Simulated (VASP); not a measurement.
# NbZn4 (Pm-3m) in VASP: a series of runs, part 2 of 3

VASP 6.6.1. The steps go on from the part before.

**3. Relaxation of cell and atoms, LDA, target pressure 20 GPa, at which the enthalpy is minimised**

File INCAR:

```
PREC = Accurate
ENCUT = 600
EDIFF = 1E-6
ISMEAR = -1
SIGMA = 0.05
LREAL = False
LASPH = True
NELM = 60
ALGO = Normal
ISIF = 3
LWAVE = False
LCHARG = False
IBRION = 2
NSW = 60
EDIFFG = -0.01
PSTRESS = 200
```

File KPOINTS:

```
Automatic mesh
0
Gamma
  5 5 5
```

File POSCAR:

```
NbZn4
1.0
    4.4613500000      0.0000000000      0.0000000000
    0.0000000000      4.4613500000      0.0000000000
    0.0000000000      0.0000000000      4.4613500000
Nb Zn
1 4
Direct
    0.0000000000      0.0000000000      0.0000000000
    0.5000000000      0.5000000000      0.5000000000
    0.0000000000      0.5000000000      0.5000000000
    0.5000000000      0.0000000000      0.5000000000
    0.5000000000      0.5000000000      0.0000000000
```

Potentials or basis: VASP PAW LDA potentials, release 64 (Nb_sv, Zn).

The run is started by

```bash
$ cat potpaw_LDA.64/Nb_sv/POTCAR potpaw_LDA.64/Zn/POTCAR > POTCAR
$ mpirun -np 1 vasp_std > vasp.out
```

OUTCAR:

```text
PREC = Accurate
   ENCUT = 600
   EDIFF = 1E-6
   ISMEAR = -1
   LREAL = False
   LASPH = True
   NELM = 60
   ISIF = 3
   IBRION = 2
   NSW = 60
   EDIFFG = -0.01
   PSTRESS = 200

 ion  position               nearest neighbor table
   1  0.000  0.000  0.000-
   2  0.500  0.500  0.500-   3 2.23   4 2.23   5 2.23   5 2.23   4 2.23   3 2.23
   3  0.000  0.500  0.500-   2 2.23   2 2.23
   4  0.500  0.000  0.500-   2 2.23   2 2.23
   5  0.500  0.500  0.000-   2 2.23   2 2.23

  LATTYP: Found a simple cubic cell.
 ALAT       =     4.4613500000

  Lattice vectors:

 A1 = (   4.4613500000,   0.0000000000,   0.0000000000)
 A2 = (   0.0000000000,   4.4613500000,   0.0000000000)
 A3 = (   0.0000000000,   0.0000000000,   4.4613500000)

Analysis of symmetry for initial positions (statically):
=====================================================================
 Subroutine PRICEL returns:
 Original cell was already a primitive cell.

 Routine SETGRP: Setting up the symmetry group for a
 simple cubic supercell.

 Subroutine GETGRP returns: Found 48 space group operations
 (whereof 48 operations were pure point group operations)
 out of a pool of 48 trial point group operations.

The static configuration has the point symmetry O_h .

Analysis of symmetry for dynamics (positions and initial velocities):
=====================================================================
 Subroutine PRICEL returns:
 Original cell was already a primitive cell.

 Routine SETGRP: Setting up the symmetry group for a
 simple cubic supercell.

 Subroutine GETGRP returns: Found 48 space group operations
 (whereof 48 operations were pure point group operations)
 out of a pool of 48 trial point group operations.

The dynamic configuration has the point symmetry O_h .

 Subroutine INISYM returns: Found 48 space group operations
 (whereof 48 operations are pure point group operations),
 and found     1 'primitive' translations

----------------------------------------------------------------------------------------

                                     Primitive cell

  volume of cell :      88.7971

  direct lattice vectors                    reciprocal lattice vectors
     4.461350000  0.000000000  0.000000000     0.224147399  0.000000000  0.000000000
     0.000000000  4.461350000  0.000000000     0.000000000  0.224147399  0.000000000
     0.000000000  0.000000000  4.461350000     0.000000000  0.000000000  0.224147399

  length of vectors
     4.461350000  4.461350000  4.461350000     0.224147399  0.224147399  0.224147399

  position of ions in fractional coordinates (direct lattice)
     0.000000000  0.000000000  0.000000000
     0.500000000  0.500000000  0.500000000
     0.000000000  0.500000000  0.500000000
     0.500000000  0.000000000  0.500000000
     0.500000000  0.500000000  0.000000000

  ion indices of the primitive-cell ions
   primitive index   ion index
                 1           1
                 2           2
                 3           3
                 4           4
                 5           5

----------------------------------------------------------------------------------------

 KPOINTS: Automatic mesh

Automatic generation of k-mesh.
 Grid dimensions read from file:
 generate k-points for:    5    5    5

 Generating k-lattice:

  Cartesian coordinates                     Fractional coordinates (reciprocal lattice)
     0.044829480  0.000000000  0.000000000     0.200000000  0.000000000  0.000000000
     0.000000000  0.044829480  0.000000000     0.000000000  0.200000000  0.000000000
     0.000000000  0.000000000  0.044829480     0.000000000  0.000000000  0.200000000

  Length of vectors
     0.044829480  0.044829480  0.044829480

  Shift w.r.t. Gamma in fractional coordinates (k-lattice)
     0.000000000  0.000000000  0.000000000

 Subroutine IBZKPT returns following result:
 ===========================================

 Found     10 irreducible k-points:

 Following reciprocal coordinates:
            Coordinates               Weight
  0.000000  0.000000  0.000000      1.000000
  0.200000  0.000000  0.000000      6.000000
  0.400000  0.000000  0.000000      6.000000
  0.200000  0.200000  0.000000     12.000000
  0.400000  0.200000  0.000000     24.000000
  0.400000  0.400000  0.000000     12.000000
  0.200000  0.200000  0.200000      8.000000
  0.400000  0.200000  0.200000     24.000000
  0.400000  0.400000  0.200000     24.000000
  0.400000  0.400000  0.400000      8.000000
   k-points           NKPTS =     10   k-points in BZ     NKDIM =     10   number of bands    NBANDS=     36
   number of dos      NEDOS =    301   number of ions     NIONS =      5
   total plane-waves  NPLWV =  46656
   dimension x,y,z NGX =    36 NGY =   36 NGZ =   36
   dimension x,y,z NGXF=    72 NGYF=   72 NGZF=   72
   ions per type =               1   4
   NGX,Y,Z   is equivalent  to a cutoff of  13.41, 13.41, 13.41 a.u.
   NGXF,Y,Z  is equivalent  to a cutoff of  26.83, 26.83, 26.83 a.u.
 SYSTEM =  unknown system
   PREC   = accura    normal or accurate (medium, high low for compatibility)
   ISTART =      0    job   : 0-new  1-cont  2-samecut
   ICHARG =      2    charge: 1-file 2-atom 10-const
   ISPIN  =      1    spin polarized calculation?
   LNONCOLLINEAR =      F non collinear calculations
   LSORBIT =      F    spin-orbit coupling
   LASPH  =      T    aspherical Exc in radial PAW
   ENCUT  =  600.0 eV  44.10 Ry    6.64 a.u.   8.91  8.91  8.91*2*pi/ulx,y,z
   NELM   =     60;   NELMIN=  2; NELMDL= -5     # of ELM steps
   EDIFF  = 0.1E-05   stopping-criterion for ELM
   LREAL  =      F    real-space projection
   EDIFFG = -.1E-01   stopping-criterion for IOM
   NSW    =     60    number of steps for IOM
   IBRION =      2    ionic relax: 0-MD 1-quasi-New 2-CG
   NFREE  =      1    steps in history (QN), initial steepest desc. (CG)
   ISIF   =      3    stress and relaxation
   ISYM   =      2    0-nonsym 1-usesym 2-fastsym
   POTIM  = 0.5000    time-step for ionic-motion
   TEBEG  =    0.0;   TEEND  =   0.0 temperature during run
   PSTRESS=  200.0 pullay stress
   NELECT =      61.0000    total number of electrons
   NUPDOWN=      -1.0000    fix difference up-down
   EMIN   =  10.00;   EMAX   =-10.00  energy-range for DOS
   EFERMI =   0.00;   METHOD = LEGACY
   ISMEAR =    -1;   SIGMA  =   0.05  broadening in eV -4-tet -1-fermi 0-gaus
   EFERMI_NEDOS =   21; number of points for ismear=-14 and -15
   IALGO  =     38    algorithm
   IMIX   =      4    mixing-type and parameters
     AMIX     =   0.40;   BMIX     =  1.00
     AMIX_MAG =   1.60;   BMIX_MAG =  1.00
  volume/ion in A,a.u.               =      17.76       119.85
  Fermi-wavevector in a.u.,A,eV,Ry     =   1.444503  2.729715 28.389770  2.086589
  Thomas-Fermi vector in A             =   2.562791
   LORBIT       =      0    0 simple, 1 ext, 2 COOP (PROOUT), +10 PAW based schemes
   GGA     = CA    functional components
   LHFCALC =     F    Hartree Fock is set to
   AEXX    =    0.0000 exact exchange contribution
   IVDW    =     0    specifies the selected vdW correction
   LEPSILON=     F    determine dielectric tensor
   LRPA    =     F    only Hartree local field effects (RPA)
 conjugate gradient relaxation of ions
 non-spin polarized calculation
  energy-cutoff  :      600.00
  volume of cell :       88.80
 maximum number of plane-waves:      2986
 NGX is ok and might be reduce to    36
   NGX = 17   NGY = 17   NGZ = 17

--------------------------------------- Ionic step        1  -------------------------------------------

 number of electron      61.0000035 magnetization

 Free energy of the ion-electron system (eV)
  ---------------------------------------------------
  ext. energy  EPLUGINS =         0.00000000
  ---------------------------------------------------
  free energy    TOTEN  =       -14.90978713 eV

  energy without entropy =      -14.88330028  energy(sigma->0) =      -14.89654370

 E-fermi :   4.0081     XC(G=0): -11.4002

 val. band max:        3.9447460301   @ k =   0.2000   0.2000   0.0000
 cond. band min:       4.0669266990   @ k =   0.2000   0.2000   0.0000
 fundamental gap:      0.1221806689
 Fermi energy:         4.0081383231

 k-point     1 :       0.0000    0.0000    0.0000
  band No.  band energies     occupation
      1     -51.3405      2.00000
      2     -27.5060      2.00000
      3     -27.5060      2.00000
      4     -27.5060      2.00000
      5      -6.1801      2.00000
      6      -5.7133      2.00000
[... 622 lines left out ...]
  enthalpy is  TOTEN    =        -5.6509416448 eV   P V=        8.9115991414

--------------------------------------- Ionic step        7  -------------------------------------------

 number of electron      60.9999996 magnetization

 Free energy of the ion-electron system (eV)
  ---------------------------------------------------
  ext. energy  EPLUGINS =         0.00000000
  ---------------------------------------------------
  free energy    TOTEN  =       -14.54213542 eV

  energy without entropy =      -14.53694653  energy(sigma->0) =      -14.53954098

 E-fermi :   6.1187     XC(G=0): -12.5605

 val. band max:        5.9074967586   @ k =   0.4000   0.2000   0.2000
 cond. band min:       6.2596152543   @ k =   0.2000   0.2000   0.0000
 fundamental gap:      0.3521184957
 Fermi energy:         6.1186699575

 k-point     1 :       0.0000    0.0000    0.0000
  band No.  band energies     occupation
      1     -49.1243      2.00000
      2     -25.3359      2.00000
      3     -25.3359      2.00000
      4     -25.3359      2.00000
      5      -5.7932      2.00000
      6      -5.0664      2.00000
[... 411 lines left out ...]
  FREE ENERGIE OF THE ION-ELECTRON SYSTEM (eV)
  ---------------------------------------------------
  free  energy   TOTEN  =       -14.5421354209 eV

  energy  without entropy=      -14.5369465298  energy(sigma->0) =      -14.53954098

  enthalpy is  TOTEN    =        -5.6511844447 eV   P V=        8.8909509761

 reached required accuracy - stopping structural energy minimisation
```

OSZICAR:

```text
N       E                     dE             d eps       ncg     rms          rms(c)
DAV:   1     0.576965992663E+03    0.57697E+03   -0.32569E+04   720   0.269E+03
DAV:   2     0.461065027904E+02   -0.53086E+03   -0.51952E+03   720   0.587E+02
DAV:   3    -0.126794423062E+02   -0.58786E+02   -0.57675E+02   848   0.200E+02
[... 72 lines left out ...]
DAV:   2    -0.145427218550E+02    0.37305E-02   -0.17023E-02   744   0.208E+00    0.181E-01
DAV:   3    -0.145422767912E+02    0.44506E-03   -0.85108E-04   944   0.307E-01    0.825E-02
DAV:   4    -0.145421670054E+02    0.10979E-03   -0.16337E-04  1024   0.118E-01    0.482E-02
DAV:   5    -0.145421359162E+02    0.31089E-04   -0.54560E-05  1120   0.602E-02    0.192E-02
DAV:   6    -0.145421354209E+02    0.49536E-06   -0.66995E-06   944   0.491E-02
   7 F= -.56511844E+01 E0= -.56485900E+01  d E =-.124351E-03
```

CONTCAR:

```text
NbZn4
   1.00000000000000
     4.1451756098566177   -0.0000000000000000   -0.0000000000000000
    -0.0000000000000000    4.1451756098566177    0.0000000000000000
    -0.0000000000000000   -0.0000000000000000    4.1451756098566177
  Nb              Zn
     1     4
Direct
     0.0000000000000000    0.0000000000000000    0.0000000000000000
     0.5000000000000000    0.5000000000000000    0.5000000000000000
     0.0000000000000000    0.5000000000000000    0.5000000000000000
     0.5000000000000000    0.0000000000000000    0.5000000000000000
     0.5000000000000000    0.5000000000000000    0.0000000000000000

  0.00000000E+00  0.00000000E+00  0.00000000E+00
  0.00000000E+00  0.00000000E+00  0.00000000E+00
  0.00000000E+00  0.00000000E+00  0.00000000E+00
  0.00000000E+00  0.00000000E+00  0.00000000E+00
  0.00000000E+00  0.00000000E+00  0.00000000E+00
```

Run time: 80 s. Hardware: 1 thread of Intel Xeon 6975P-C (Granite Rapids), shared host; peak memory 0.2 GiB.

Results:

```
Free energy                                            : -14.5421 eV
Relaxed volume                                         : 14.24 Å³/atom
Relaxed cell                                           : a = 4.145 Å, b = 4.145 Å, c = 4.145 Å, α = 90.00°, β = 90.00°, γ = 90.00°
Space group after relaxing (to 0.05 Å)                 : Pm-3m (No. 221)
Energy change on relaxing (the enthalpy is what falls) : +73.5 meV/atom
Ionic steps                                            : 7
Pressure after relaxing                                : 20.0 GPa
Band gap on the k mesh                                 : none (metal or under the smearing width)
```

The path:
```csv
step,energy change (eV),largest force (eV/Å),pressure (GPa),volume (Å³)
1,0.0000,0.0000,-7.54,88.80
2,5.9097,0.0000,107.54,55.06
3,0.2580,0.0000,17.24,72.16
4,0.3430,0.0000,19.44,71.42
5,0.3830,0.0000,20.35,71.10
6,0.3472,0.0000,19.51,71.39
7,0.3677,0.0000,20.00,71.22
```

Final structure:
```yaml
crystal:
  lattice:
    - [4.14518, 0.00000, 0.00000]
    - [0.00000, 4.14518, 0.00000]
    - [0.00000, 0.00000, 4.14518]
  atoms:
    - { symbol: Nb, position: [0.00000, 0.00000, 0.00000] }
    - { symbol: Zn, position: [0.50000, 0.50000, 0.50000] }
    - { symbol: Zn, position: [0.00000, 0.50000, 0.50000] }
    - { symbol: Zn, position: [0.50000, 0.00000, 0.50000] }
    - { symbol: Zn, position: [0.50000, 0.50000, 0.00000] }
```

Caveat: the cell is relaxed towards a set pressure, so the enthalpy falls and the energy may rise; the volume moved by over 15 % at a fixed basis, so the end points are rough.

**4. Relaxation of cell and atoms, LDA, target pressure 30 GPa, at which the enthalpy is minimised**

INCAR: that of step 3 with these lines changed.

```diff
@@ -15,2 +15,2 @@
 EDIFFG = -0.01
-PSTRESS = 200
+PSTRESS = 300
```

KPOINTS is that of step 3.

POSCAR is that of step 3.

The run is started by

```bash
$ cat potpaw_LDA.64/Nb_sv/POTCAR potpaw_LDA.64/Zn/POTCAR > POTCAR
$ mpirun -np 1 vasp_std > vasp.out
```

It took 72 s on 1 thread of Intel Xeon 6975P-C (Granite Rapids), shared host; peak memory 0.2 GiB.

Results (log left out):

| Item | Value |
| --- | --- |
| Free energy | -14.0414 eV |
| Relaxed volume | 13.60 Å³/atom |
| Relaxed cell | a = 4.082 Å, b = 4.082 Å, c = 4.082 Å, α = 90.00°, β = 90.00°, γ = 90.00° |
| Space group after relaxing (to 0.05 Å) | Pm-3m (No. 221) |
| Energy change on relaxing (the enthalpy is what falls) | +173.7 meV/atom |
| Ionic steps | 5 |
| Pressure after relaxing | 30.1 GPa |
| Band gap on the k mesh | none (metal or under the smearing width) |

Step by step:
```tsv
step	energy change (eV)	largest force (eV/Å)	pressure (GPa)	volume (Å³)
1	0.0000	0.0000	-7.54	88.80
2	16.1964	0.0000	251.75	45.33
3	0.5163	0.0000	23.16	70.12
4	0.7189	0.0000	27.21	68.83
5	0.8684	0.0000	30.07	68.00
```

Final structure:
```yaml
crystal:
  lattice:
    - [4.08157, 0.00000, 0.00000]
    - [0.00000, 4.08157, 0.00000]
    - [0.00000, 0.00000, 4.08157]
  atoms:
    - { symbol: Nb, position: [0.00000, 0.00000, 0.00000] }
    - { symbol: Zn, position: [0.50000, 0.50000, 0.50000] }
    - { symbol: Zn, position: [0.00000, 0.50000, 0.50000] }
    - { symbol: Zn, position: [0.50000, 0.00000, 0.50000] }
    - { symbol: Zn, position: [0.50000, 0.50000, 0.00000] }
```

Levels at points of the mesh, in eV from the Fermi level:
| k point | band 28 | band 29 | band 30 | band 31 | band 32 | band 33 |
| --- | --- | --- | --- | --- | --- | --- |
| (0.00, 0.00, 0.00) | -2.89 | -2.39 | -2.39 | 0.33 | 0.33 | 0.33 |

Caveat: the cell is relaxed towards a set pressure, so the enthalpy falls and the energy may rise; the volume moved by over 15 % at a fixed basis, so the end points are rough.

**5. Relaxation of cell and atoms, LDA**

INCAR: that of step 4 with these lines changed.

```diff
@@ -15,2 +15,2 @@
 EDIFFG = -0.01
-PSTRESS = 300
+PSTRESS = 0
```

KPOINTS is that of step 4.

POSCAR is that of step 4.

The run is started by

```bash
$ cat potpaw_LDA.64/Nb_sv/POTCAR potpaw_LDA.64/Zn/POTCAR > POTCAR
$ mpirun -np 1 vasp_std > vasp.out
```

It took 68 s on 1 thread of Intel Xeon 6975P-C (Granite Rapids), shared host; peak memory 0.19 GiB.

The run converged. Its results:

```
Free energy                            : -15.0993 eV
Relaxed volume                         : 16.30 Å³/atom
Relaxed cell                           : a = 4.336 Å, b = 4.336 Å, c = 4.336 Å, α = 90.00°, β = 90.00°, γ = 90.00°
Space group after relaxing (to 0.05 Å) : Pm-3m (No. 221)
Energy gained by relaxing              : 37.9 meV/atom
Ionic steps                            : 11
Pressure after relaxing                : -0.1 GPa
Band gap on the k mesh                 : none (metal or under the smearing width)
```

The path:
```
step  energy change (eV)  largest force (eV/Å)  pressure (GPa)  volume (Å³)
   1              0.0000                0.0000           -7.54        88.80
   2             -0.1516                0.0000            4.30        78.48
   3             -0.1896                0.0000            0.13        81.41
   4             -0.1895                0.0000           -0.23        81.55
   5             -0.1895                0.0000           -0.15        81.54
   6             -0.1895                0.0000           -0.12        81.53
   7             -0.1895                0.0000           -0.16        81.53
   8             -0.1895                0.0000           -0.15        81.53
   9             -0.1895                0.0000           -0.16        81.53
  10             -0.1896                0.0000           -0.14        81.52
  11             -0.1896                0.0000           -0.09        81.51
```

Final structure:
```yaml
crystal:
  lattice:
    - [4.33574, 0.00000, 0.00000]
    - [0.00000, 4.33574, 0.00000]
    - [0.00000, 0.00000, 4.33574]
  atoms:
    - { symbol: Nb, position: [0.00000, 0.00000, 0.00000] }
    - { symbol: Zn, position: [0.50000, 0.50000, 0.50000] }
    - { symbol: Zn, position: [0.00000, 0.50000, 0.50000] }
    - { symbol: Zn, position: [0.50000, 0.00000, 0.50000] }
    - { symbol: Zn, position: [0.50000, 0.50000, 0.00000] }
```

Levels at points of the mesh, in eV from the Fermi level:
| k point | band 28 | band 29 | band 30 | band 31 | band 32 | band 33 |
| --- | --- | --- | --- | --- | --- | --- |
| (0.00, 0.00, 0.00) | -2.23 | -2.06 | -2.06 | 0.33 | 0.33 | 0.33 |

(Part 2 of 3 ends here.)
